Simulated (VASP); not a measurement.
Given:

```
CELL_PARAMETERS angstrom
      1.14500    -1.98320     0.00000
      1.14500     1.98320     0.00000
      0.00000     0.00000     3.58000
ATOMIC_POSITIONS crystal
  Be 0.33333 0.66667 0.25000
  Be 0.66667 0.33333 0.75000
```

These are PBE GGA with D4 dispersion, VASP's PBE PAW potentials (set 64) (plane waves; VASP) values and carry that method's errors. Numerical set-up: 400 eV cut-off, 16×16×9 Γ-centred mesh, first-order Methfessel-Paxton smearing of 0.10 eV, potentials Be.

Problem. Give the stress tensor in GPa (positive for a compressed cell).

Solution. 
```
-5.50   0.00   0.00
 0.00  -5.50   0.00
 0.00   0.00  -4.56
```
The pressure is its mean diagonal, -5.19 GPa.

The compound is Be in the hcp structure. The cell was not relaxed at this level. The run is one of a series of settings (IVDW = 13 against the base run), some of them coarse on purpose.
